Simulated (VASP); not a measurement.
Level of theory: HSE06 screened hybrid, VASP's PBE PAW potentials (set 64) (plane waves; VASP).

The input files of a VASP run:

### INCAR
```
NELMIN = 4
LREAL = Auto   # projection in real space or not
LMAXMIX = 4   # l cut-off of mixed one-centre charges
HFSCREEN = 0.2   # 1/Angstrom
NELM = 50
LWAVE = .False.
LORBIT = 10
LHFCALC = .True.
PREC = Normal
GGA = PE
ALGO = Normal   # blocked Davidson
NUPDOWN = 1
ENCUT = 400
SYSTEM = Ga31SnAs32
MAGMOM = 64*0.0156
ISMEAR = 0
ISPIN = 2
LASPH = .True.
PRECFOCK = Fast
ISYM = 0
ISIF = 0
LCHARG = .False.
AEXX = 0.25
EDIFF = 1E-5   # SCF stop (eV)
SIGMA = 0.05
```

File POSCAR:
```
Ga31SnAs32
23.0444210
  0.4999999966   0.0000000000   0.0000000000
  0.0000000000   0.4999999966   0.0000000000
  0.0000000000   0.0000000000   0.4999999966
Ga As Sn
31 32 1
direct
  0.5000124261   0.0001143859   0.0001839104
  0.7503442877   0.2495105657   0.0004078211
  0.7503571779   0.0001999835   0.2497414113
  0.9999820367   0.9999927630   0.9999854515
  0.2497999644   0.2497059793   0.0000042871
  0.4999354488   0.4999091036   0.0001500362
  0.7503469640   0.7503747038   0.9997853799
  0.2497719316   0.0000480125   0.2497970892
  0.4980450512   0.2475040749   0.2475133298
  0.7529735640   0.5027156307   0.2470791139
  0.4999538483   0.0000691524   0.4999520945
  0.7529416967   0.2471574846   0.5025105692
  0.7503422940   0.9998511286   0.7503287215
  0.9999291796   0.5000133538   0.0002430412
  0.2495540692   0.7504428496   0.0004087718
  0.9998995938   0.2497389311   0.2497465866
  0.2473124939   0.4978897846   0.2472874013
  0.5026015080   0.7530216235   0.2470329200
  0.9998750247   0.9999778626   0.5000365438
  0.2472012280   0.2472673350   0.4979937198
  0.7526074058   0.7525796798   0.4980493565
  0.2496449081   0.0002133084   0.7503669257
  0.5024457313   0.2470510703   0.7531188676
  0.7531655641   0.4973481622   0.7532568569
  0.0002147350   0.7504176446   0.2497352118
  0.0000361234   0.4999557492   0.4999322675
  0.2470623013   0.7530218846   0.5024229493
  0.0002774204   0.2495788648   0.7503726692
  0.2465720007   0.5027645174   0.7534833215
  0.4974980614   0.7530922609   0.7531731922
  0.9997137175   0.7504902974   0.7503121371
  0.6251814268   0.1246067118   0.1247969049
  0.8754170688   0.3747592605   0.1246835829
  0.8754563826   0.1246047134   0.3747803476
  0.1249483190   0.1249549717   0.1249671379
  0.3749805865   0.3749338340   0.1245719266
  0.6250976145   0.6251492854   0.1243042910
  0.8750571946   0.8750696277   0.1249557755
  0.3749877884   0.1246032606   0.3749949887
  0.6318903533   0.3688482618   0.3688120772
  0.8756767163   0.6252482866   0.3750286590
  0.6250539191   0.1243821148   0.6251022966
  0.8758045660   0.3748663781   0.6251702751
  0.8750644891   0.1249366019   0.8750827816
  0.1245450287   0.6252364869   0.1246786088
  0.3747442111   0.8755558964   0.1246584927
  0.1245026924   0.3749520957   0.3749349452
  0.3684984247   0.6319809364   0.3684899772
  0.6251912675   0.8756252663   0.3750543265
  0.1245448995   0.1244813885   0.6252537294
  0.3677101692   0.3683614159   0.6326886027
  0.6316296152   0.6315062460   0.6324724905
  0.8753123117   0.8754247175   0.6252305708
  0.3747275257   0.1245022322   0.8755599621
  0.6251564837   0.3748090943   0.8758686955
  0.8755895498   0.6253093805   0.8755820018
  0.1245697655   0.8755915986   0.3747782311
  0.1242334534   0.6252384616   0.6250608049
  0.3749117823   0.8757087347   0.6251386207
  0.1244230844   0.3747121763   0.8757214933
  0.3748364279   0.6252454028   0.8759370634
  0.6252584298   0.8756107611   0.8755836271
  0.1249369917   0.8750754046   0.8750803866
  0.4994907028   0.4999978470   0.5008543696
```

**KPOINTS**
```
K-points
0
Gamma
  1 1 1
```

POTCAR, in this order: Ga As Sn (PBE.64 set). Program: vasp_gam. Read from the step before: WAVECAR.

### Question
What will the output report for the number of irreducible k-points (NKPTS), largest plane-wave count, FFT grid (NGX, NGY, NGZ)?

### Answer

number of irreducible k-points (NKPTS): 1
largest plane-wave count: 13913
FFT grid (NGX, NGY, NGZ): 56 × 56 × 56

The cell is a supercell with a defect, built from GaAs (zinc blende): Sn_Ga. The cell's shape comes from a PBE relaxation.
